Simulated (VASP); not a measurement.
# MgO (Periclase): GW quasiparticle gap, part 3 of 4

Aim: the quasiparticle gap of MgO (Periclase), and what it costs to get it. The cell is of the rock-salt type, one of the forms listed for this formula. The start is a cell from a database of measured crystal structures.

VASP 6.6.1, plane waves and PAW; the level of theory is named at each step.

So far, quasiparticle gap on the mesh (eV): step 3 (G0W0, ENCUTGW 80, bands in the sums 32) 6.92; step 5 (G0W0, ENCUTGW 100, bands in the sums 48) 7.01; step 7 (G0W0, ENCUTGW 120, bands in the sums 56) 7.1; step 9 (G0W0, ENCUTGW 145, bands in the sums 80) 7.18.

The database entry behind the starting cell differs from later determinations by our own check (about 0.1 % long), so it need not match the best structure at ambient conditions.

**11. G0W0, ENCUTGW 170, bands in the sums 96**

This step: G0W0 on PBE; plane waves and PAW (Mg_GW, O_GW) (VASP 6.6.1).

ENCUTGW rises to 170 eV and the bands with it, to about the number of plane waves under that cutoff.

INCAR reads:

```
SYSTEM = MgO
PREC = Accurate
ENCUT = 440
ISMEAR = 0
SIGMA = 0.01
LREAL = .FALSE.
GGA = PE
NBANDS = 96
ALGO = EVGW0
NELMGW = 1
ENCUTGW = 170
NOMEGA = 64
PRECFOCK = Fast
NBANDSGW = 16
LWAVE = .FALSE.
LCHARG = .FALSE.
```

POSCAR reads:

```
MgO
1.0
    0.0000000000      2.1085000000      2.1085000000
    2.1085000000      0.0000000000      2.1085000000
    2.1085000000      2.1085000000      0.0000000000
Mg O
1 1
Direct
    0.0000000000      0.0000000000      0.0000000000
    0.5000000000      0.5000000000      0.5000000000
```

KPOINTS reads:

```
Automatic mesh
0
Gamma
4 4 4
0 0 0
```

The projector-augmented-wave data sets are Mg_GW and O_GW (PBE family, release 64).

Launch:

```sh
mpirun -np 8 vasp_std
```

What it wrote:

```text
[banner, memory and clock lines left out]
running    8 mpi-ranks, on    1 nodes
[...]
[... a notice as in an earlier step ...]

|                                                                             |
|           W    W    AA    RRRRR   N    N  II  N    N   GGGG   !!!           |
|           W    W   A  A   R    R  NN   N  II  NN   N  G    G  !!!           |
|           W    W  A    A  R    R  N N  N  II  N N  N  G       !!!           |
|           W WW W  AAAAAA  RRRRR   N  N N  II  N  N N  G  GGG   !            |
|           WW  WW  A    A  R   R   N   NN  II  N   NN  G    G                |
|           W    W  A    A  R    R  N    N  II  N    N   GGGG   !!!           |
|                                                                             |
|     The default for ENCUTGWSOFT is different in this version of VASP.       |
|     please manually set ENCUTGWSOFT =170 in the INCAR file.                 |
|                                                                             |

[...]
total number of BLAS operations         28.71 Gflops
NQ=   4    0.2500    0.2500    0.0000,
|.........|.........|.........|.........|.........|.........|.........|.........
 performed        539000 updates of chi_q(r,r)
 total number of BLAS operations         37.79 Gflops
NQ=   5    0.5000    0.2500    0.0000,
|.........|.........|.........|.........|.........|.........|.........|.........
 performed        770000 updates of chi_q(r,r)
 total number of BLAS operations         54.14 Gflops
NQ=   6   -0.2500    0.2500    0.0000,
|.........|.........|.........|.........|.........|.........|.........|.........
 performed        970000 updates of chi_q(r,r)
 total number of BLAS operations         68.03 Gflops
NQ=   7    0.5000    0.5000    0.0000,
|.........|.........|.........|.........|.........|.........|.........|.........
 performed       1084000 updates of chi_q(r,r)
 total number of BLAS operations         75.80 Gflops
NQ=   8   -0.2500    0.5000    0.2500,
|.........|.........|.........|.........|.........|.........|.........|.........
 performed       1247000 updates of chi_q(r,r)
 total number of BLAS operations         88.90 Gflops
 resolving degeneracies of screened two electron integrals

 calculate QP shifts <psi_nk| G(iteration)W_0 |psi_nk>: iteration 1
 entering main loop
[key lines of the parts left out:]
E-fermi :   5.5147
```

Wall time 12 s (8 MPI ranks of AMD EPYC 7R13 (Zen 3), shared host); peak memory 0.91 GiB; 90 s of CPU time.

From OUTCAR (step 11):

```text
 QP shifts <psi_nk| G(iteration)W_0 |psi_nk>: iteration 1
 for sc-GW calculations column KS-energies equals QP-energies in previous step
 and V_xc(KS)=  KS-energies - (<T + V_ion + V_H > + <T+V_H+V_ion>^1  + <V_x>^1)
 k-point   1 :       0.0000    0.0000    0.0000
  band No.  KS-energies  QP-energies   sigma(KS)   V_xc(KS)     V^pw_x(r,r')   Z            occupation Imag(sigma)
      1     -14.0781     -16.2040     -21.2613     -18.1235     -29.9032       0.6775       2.0000       1.1052
      2       3.1730       1.8243     -21.4402     -19.7183     -25.3016       0.7833       2.0000       0.0743
      3       3.1730       1.8243     -21.4402     -19.7183     -25.3016       0.7833       2.0000       0.0743
      4       3.1730       1.8243     -21.4402     -19.7183     -25.3016       0.7833       2.0000       0.0743
      5       7.8564       9.0722     -10.6954     -12.1583      -7.2643       0.8311       0.0000      -0.0558
      6      18.9482      20.1296      -7.5911      -9.0243      -3.0494       0.8243       0.0000      -0.1007
      7      18.9482      20.1296      -7.5911      -9.0243      -3.0494       0.8243       0.0000      -0.1007
      8      18.9482      20.1296      -7.5911      -9.0243      -3.0494       0.8243       0.0000      -0.1007
    ...

[... 1 part as in an earlier step ...]

[... 2 further parts left out ...]
[key lines of the parts left out:]
E-fermi :   5.5147
```

The gap is now 7.248 eV, +66 meV against the GW run before.

**12. Empty bands**

This step: PBE; plane waves and PAW (Mg_GW, O_GW) (VASP 6.6.1).

The empty bands are made again, for the run that follows.

INCAR reads:

```
SYSTEM = MgO
PREC = Accurate
ENCUT = 440
ISMEAR = 0
SIGMA = 0.01
LREAL = .FALSE.
GGA = PE
NBANDS = 128
ALGO = Exact
NELM = 1
LWAVE = .TRUE.
LCHARG = .FALSE.
LOPTICS = .TRUE.
NEDOS = 1000
CSHIFT = 0.1
```

POSCAR is that of step 11.

KPOINTS is that of step 11.

Launch:

```sh
mpirun -np 8 vasp_std
```

What it wrote:

```text
[banner, memory and clock lines left out]
running    8 mpi-ranks, on    1 nodes
[...]
[... a notice as in an earlier step ...]

 LDA part: xc-table for (Slater+PW92), standard interpolation
 found WAVECAR, reading the header
  number of bands has changed, file:    10 present:   128
  trying to continue reading WAVECAR, but it might fail
 POSCAR, INCAR and KPOINTS ok, starting setup
[...]
reading WAVECAR
 random initialization beyond band           10
 the WAVECAR file was read successfully
 initial charge from wavefunction
 entering main loop
       N       E                     dE             d eps       ncg     rms          rms(c)
[... 1 cycle as in an earlier step ...]
   1 F= -.11905864E+02 E0= -.11905864E+02  d E =-.763608E-52
 writing wavefunctions
 optical routines
 imaginary and real dielectric function
 recalculating local potential from charge density
 direction            1
 direction            2
 direction            3
```

It took 2.2 s on 8 MPI ranks; peak memory 0.68 GiB; 11 s of CPU time.

Parts of OUTCAR (step 12):

```text
  Total       -0.0308319     -0.0308319     -0.0308319      0.0000000      0.0000000      0.0000000
  in kB       -2.6348762     -2.6348762     -2.6348762      0.0000000      0.0000000      0.0000000
  external PRESSURE =      -2.6348762 kB  Pullay stress =       0.0000000 kB

 POSITION                                       TOTAL-FORCE (eV/Angst)
 -----------------------------------------------------------------------------------
      0.00000      0.00000      0.00000        -0.000000     -0.000000     -0.000000
      2.10850      2.10850      2.10850         0.000000      0.000000      0.000000
 -----------------------------------------------------------------------------------
    total drift:                                0.000000      0.000000      0.000000

[... 3 parts as in an earlier step ...]

[... 2 further parts left out ...]
[key lines of the parts left out:]
E-fermi :   3.2788
```

WAVECAR now holds 128 bands for 8 electrons.

**13. G0W0, ENCUTGW 200, bands in the sums 128**

This step: G0W0 on PBE; plane waves and PAW (Mg_GW, O_GW) (VASP 6.6.1).

ENCUTGW rises to 200 eV and the bands with it, to about the number of plane waves under that cutoff.

INCAR reads:

```
SYSTEM = MgO
PREC = Accurate
ENCUT = 440
ISMEAR = 0
SIGMA = 0.01
LREAL = .FALSE.
GGA = PE
NBANDS = 128
ALGO = EVGW0
NELMGW = 1
ENCUTGW = 200
NOMEGA = 64
PRECFOCK = Fast
NBANDSGW = 16
LWAVE = .FALSE.
LCHARG = .FALSE.
```

POSCAR is that of step 12.

KPOINTS is that of step 12.

Launch:

```sh
mpirun -np 8 vasp_std
```

What it wrote:

```text
[banner, memory and clock lines left out]
running    8 mpi-ranks, on    1 nodes
[...]
[... a notice as in an earlier step ...]

|                                                                             |
|           W    W    AA    RRRRR   N    N  II  N    N   GGGG   !!!           |
|           W    W   A  A   R    R  NN   N  II  NN   N  G    G  !!!           |
|           W    W  A    A  R    R  N N  N  II  N N  N  G       !!!           |
|           W WW W  AAAAAA  RRRRR   N  N N  II  N  N N  G  GGG   !            |
|           WW  WW  A    A  R   R   N   NN  II  N   NN  G    G                |
|           W    W  A    A  R    R  N    N  II  N    N   GGGG   !!!           |
|                                                                             |
|     The default for ENCUTGWSOFT is different in this version of VASP.       |
|     please manually set ENCUTGWSOFT =200 in the INCAR file.                 |
|                                                                             |

[...]
total number of BLAS operations         58.91 Gflops
NQ=   4    0.2500    0.2500    0.0000,
|.........|.........|.........|.........|.........|.........|.........|.........
 performed        723000 updates of chi_q(r,r)
 total number of BLAS operations         85.79 Gflops
NQ=   5    0.5000    0.2500    0.0000,
|.........|.........|.........|.........|.........|.........|.........|.........
 performed       1032000 updates of chi_q(r,r)
 total number of BLAS operations        120.83 Gflops
NQ=   6   -0.2500    0.2500    0.0000,
|.........|.........|.........|.........|.........|.........|.........|.........
 performed       1300000 updates of chi_q(r,r)
 total number of BLAS operations        154.36 Gflops
NQ=   7    0.5000    0.5000    0.0000,
|.........|.........|.........|.........|.........|.........|.........|.........
 performed       1453000 updates of chi_q(r,r)
 total number of BLAS operations        170.90 Gflops
NQ=   8   -0.2500    0.5000    0.2500,
|.........|.........|.........|.........|.........|.........|.........|.........
 performed       1672000 updates of chi_q(r,r)
 total number of BLAS operations        194.49 Gflops
 resolving degeneracies of screened two electron integrals

 calculate QP shifts <psi_nk| G(iteration)W_0 |psi_nk>: iteration 1
 entering main loop
[key lines of the parts left out:]
E-fermi :   5.5147
```

It took 15 s on 8 MPI ranks; peak memory 0.94 GiB; 1.9 min of CPU time.

OUTCAR, selected parts (step 13):

```text
 QP shifts <psi_nk| G(iteration)W_0 |psi_nk>: iteration 1
 for sc-GW calculations column KS-energies equals QP-energies in previous step
 and V_xc(KS)=  KS-energies - (<T + V_ion + V_H > + <T+V_H+V_ion>^1  + <V_x>^1)
 k-point   1 :       0.0000    0.0000    0.0000
  band No.  KS-energies  QP-energies   sigma(KS)   V_xc(KS)     V^pw_x(r,r')   Z            occupation Imag(sigma)
      1     -14.0781     -16.2694     -21.3681     -18.1235     -29.9032       0.6754       2.0000       1.1080
      2       3.1730       1.7388     -21.5534     -19.7183     -25.3016       0.7816       2.0000       0.0823
      3       3.1730       1.7388     -21.5534     -19.7183     -25.3016       0.7816       2.0000       0.0823
      4       3.1730       1.7388     -21.5534     -19.7183     -25.3016       0.7816       2.0000       0.0823
      5       7.8564       9.0458     -10.7289     -12.1583      -7.2643       0.8322       0.0000      -0.0504
      6      18.9482      20.1090      -7.6145      -9.0243      -3.0494       0.8234       0.0000      -0.0958
      7      18.9482      20.1090      -7.6145      -9.0243      -3.0494       0.8234       0.0000      -0.0958
      8      18.9482      20.1090      -7.6145      -9.0243      -3.0494       0.8234       0.0000      -0.0958
    ...

[... 1 part as in an earlier step ...]

[... 2 further parts left out ...]
[key lines of the parts left out:]
E-fermi :   5.5147
```

The gap is now 7.307 eV, +59 meV against the GW run before.

**14. Empty bands**

This step: PBE; plane waves and PAW (Mg_GW, O_GW) (VASP 6.6.1).

The empty bands are made again, for the run that follows.

INCAR reads:

```
SYSTEM = MgO
PREC = Accurate
ENCUT = 440
ISMEAR = 0
SIGMA = 0.01
LREAL = .FALSE.
GGA = PE
NBANDS = 152
ALGO = Exact
NELM = 1
LWAVE = .TRUE.
LCHARG = .FALSE.
LOPTICS = .TRUE.
NEDOS = 1000
CSHIFT = 0.1
```

POSCAR is that of step 13.

KPOINTS is that of step 13.

Launch:

```sh
mpirun -np 8 vasp_std
```

What it wrote:

```text
[banner, memory and clock lines left out]
running    8 mpi-ranks, on    1 nodes
[...]
[... a notice as in an earlier step ...]

 LDA part: xc-table for (Slater+PW92), standard interpolation
 found WAVECAR, reading the header
  number of bands has changed, file:    10 present:   152
  trying to continue reading WAVECAR, but it might fail
 POSCAR, INCAR and KPOINTS ok, starting setup
[...]
reading WAVECAR
 random initialization beyond band           10
 the WAVECAR file was read successfully
 initial charge from wavefunction
 entering main loop
       N       E                     dE             d eps       ncg     rms          rms(c)
[... 1 cycle as in an earlier step ...]
   1 F= -.11905864E+02 E0= -.11905864E+02  d E =-.206486-142
 writing wavefunctions
 optical routines
 imaginary and real dielectric function
 recalculating local potential from charge density
 direction            1
 direction            2
 direction            3
```

It took 2.4 s on 8 MPI ranks; peak memory 0.64 GiB; 13 s of CPU time.

OUTCAR, selected parts (step 14):

```text
  Total       -0.0308319     -0.0308319     -0.0308319      0.0000000      0.0000000     -0.0000000
  in kB       -2.6348763     -2.6348763     -2.6348763      0.0000000      0.0000000     -0.0000000
  external PRESSURE =      -2.6348763 kB  Pullay stress =       0.0000000 kB

 POSITION                                       TOTAL-FORCE (eV/Angst)
 -----------------------------------------------------------------------------------
      0.00000      0.00000      0.00000         0.000000     -0.000000      0.000000
      2.10850      2.10850      2.10850        -0.000000      0.000000      0.000000
 -----------------------------------------------------------------------------------
    total drift:                                0.000000      0.000000      0.000000

[... 3 parts as in an earlier step ...]

[... 2 further parts left out ...]
[key lines of the parts left out:]
E-fermi :   3.3520
```

WAVECAR now holds 152 bands for 8 electrons.

**15. G0W0, ENCUTGW 230, bands in the sums 152**

This step: G0W0 on PBE; plane waves and PAW (Mg_GW, O_GW) (VASP 6.6.1).

ENCUTGW rises to 230 eV and the bands with it, to about the number of plane waves under that cutoff.

INCAR reads:

```
SYSTEM = MgO
PREC = Accurate
ENCUT = 440
ISMEAR = 0
SIGMA = 0.01
LREAL = .FALSE.
GGA = PE
NBANDS = 152
ALGO = EVGW0
NELMGW = 1
ENCUTGW = 230
NOMEGA = 64
PRECFOCK = Fast
NBANDSGW = 16
LWAVE = .FALSE.
LCHARG = .FALSE.
```

POSCAR is that of step 14.

KPOINTS is that of step 14.

Launch:

```sh
mpirun -np 8 vasp_std
```

What it wrote:

```text
[banner, memory and clock lines left out]
running    8 mpi-ranks, on    1 nodes
[...]
[... a notice as in an earlier step ...]

|                                                                             |
|           W    W    AA    RRRRR   N    N  II  N    N   GGGG   !!!           |
|           W    W   A  A   R    R  NN   N  II  NN   N  G    G  !!!           |
|           W    W  A    A  R    R  N N  N  II  N N  N  G       !!!           |
|           W WW W  AAAAAA  RRRRR   N  N N  II  N  N N  G  GGG   !            |
|           WW  WW  A    A  R   R   N   NN  II  N   NN  G    G                |
|           W    W  A    A  R    R  N    N  II  N    N   GGGG   !!!           |
|                                                                             |
|     The default for ENCUTGWSOFT is different in this version of VASP.       |
|     please manually set ENCUTGWSOFT =230 in the INCAR file.                 |
|                                                                             |

[...]
total number of BLAS operations        117.74 Gflops
NQ=   4    0.2500    0.2500    0.0000,
|.........|.........|.........|.........|.........|.........|.........|.........
 performed        860000 updates of chi_q(r,r)
 total number of BLAS operations        163.16 Gflops
NQ=   5    0.5000    0.2500    0.0000,
|.........|.........|.........|.........|.........|.........|.........|.........
 performed       1227000 updates of chi_q(r,r)
 total number of BLAS operations        228.45 Gflops
NQ=   6   -0.2500    0.2500    0.0000,
|.........|.........|.........|.........|.........|.........|.........|.........
 performed       1545000 updates of chi_q(r,r)
 total number of BLAS operations        281.37 Gflops
NQ=   7    0.5000    0.5000    0.0000,
|.........|.........|.........|.........|.........|.........|.........|.........
 performed       1727000 updates of chi_q(r,r)
 total number of BLAS operations        314.27 Gflops
NQ=   8   -0.2500    0.5000    0.2500,
|.........|.........|.........|.........|.........|.........|.........|.........
 performed       1987000 updates of chi_q(r,r)
 total number of BLAS operations        357.50 Gflops
 resolving degeneracies of screened two electron integrals

 calculate QP shifts <psi_nk| G(iteration)W_0 |psi_nk>: iteration 1
 entering main loop
[key lines of the parts left out:]
E-fermi :   5.5147
```

Run time: 21 s. Hardware: 8 MPI ranks; peak memory 1.1 GiB; 2.7 min of CPU time.

OUTCAR, selected parts (step 15):

```text
 QP shifts <psi_nk| G(iteration)W_0 |psi_nk>: iteration 1
 for sc-GW calculations column KS-energies equals QP-energies in previous step
 and V_xc(KS)=  KS-energies - (<T + V_ion + V_H > + <T+V_H+V_ion>^1  + <V_x>^1)
 k-point   1 :       0.0000    0.0000    0.0000
  band No.  KS-energies  QP-energies   sigma(KS)   V_xc(KS)     V^pw_x(r,r')   Z            occupation Imag(sigma)
      1     -14.0781     -16.3475     -21.4467     -18.1235     -29.9032       0.6829       2.0000       1.0988
      2       3.1730       1.6888     -21.6293     -19.7183     -25.3016       0.7767       2.0000       0.0733
      3       3.1730       1.6888     -21.6293     -19.7183     -25.3016       0.7767       2.0000       0.0733
      4       3.1730       1.6888     -21.6293     -19.7183     -25.3016       0.7767       2.0000       0.0733
      5       7.8564       9.0178     -10.7586     -12.1583      -7.2643       0.8298       0.0000      -0.0601
      6      18.9482      20.0975      -7.6265      -9.0243      -3.0494       0.8222       0.0000      -0.0956
      7      18.9482      20.0975      -7.6265      -9.0243      -3.0494       0.8222       0.0000      -0.0956
      8      18.9482      20.0975      -7.6265      -9.0243      -3.0494       0.8222       0.0000      -0.0956
    ...

[... 1 part as in an earlier step ...]

[... 2 further parts left out ...]
[key lines of the parts left out:]
E-fermi :   5.5147
```

The gap is now 7.329 eV, +22 meV against the GW run before.

**16. Empty bands**

This step: PBE; plane waves and PAW (Mg_GW, O_GW) (VASP 6.6.1).

The empty bands are made again, for the run that follows.

INCAR reads:

```
SYSTEM = MgO
PREC = Accurate
ENCUT = 440
ISMEAR = 0
SIGMA = 0.01
LREAL = .FALSE.
GGA = PE
NBANDS = 184
ALGO = Exact
NELM = 1
LWAVE = .TRUE.
LCHARG = .FALSE.
LOPTICS = .TRUE.
NEDOS = 1000
CSHIFT = 0.1
```

POSCAR is that of step 15.

KPOINTS is that of step 15.

Launch:

```sh
mpirun -np 8 vasp_std
```

What it wrote:

```text
[banner, memory and clock lines left out]
running    8 mpi-ranks, on    1 nodes
[...]
[... a notice as in an earlier step ...]

 LDA part: xc-table for (Slater+PW92), standard interpolation
 found WAVECAR, reading the header
  number of bands has changed, file:    10 present:   184
  trying to continue reading WAVECAR, but it might fail
 POSCAR, INCAR and KPOINTS ok, starting setup
[...]
reading WAVECAR
 random initialization beyond band           10
 the WAVECAR file was read successfully
 initial charge from wavefunction
 entering main loop
       N       E                     dE             d eps       ncg     rms          rms(c)
[... 1 cycle as in an earlier step ...]
   1 F= -.11905864E+02 E0= -.11905864E+02  d E =-.131420E-52
 writing wavefunctions
 optical routines
 imaginary and real dielectric function
 recalculating local potential from charge density
 direction            1
 direction            2
 direction            3
```

It took 2.4 s on 8 MPI ranks; peak memory 0.67 GiB.

Parts of OUTCAR (step 16):

```text
  Total       -0.0308319     -0.0308319     -0.0308319      0.0000000     -0.0000000     -0.0000000
  in kB       -2.6348763     -2.6348763     -2.6348763      0.0000000     -0.0000000     -0.0000000
  external PRESSURE =      -2.6348763 kB  Pullay stress =       0.0000000 kB

[... 4 parts as in an earlier step ...]

[... 2 further parts left out ...]
[key lines of the parts left out:]
E-fermi :   3.2796
```

WAVECAR now holds 184 bands for 8 electrons.

(Continued in part 4 of 4.)

[Lines on the potential files, build, host, timing and source positions are cut from VASP's logs without a mark.]

[Logs are printed without paths, hosts, clocks, repeated set-up lines and the standing remarks that a program may print on its own settings, such as how far it seeks lower states.]

[Hosts, paths, dates, database ids (printed as entryN), source tags and the programs' standing remarks are cut or masked in the printed files.]

[Pressures printed for these runs are not shown converged in the cutoff: they can be off by several GPa and have the wrong sign.]
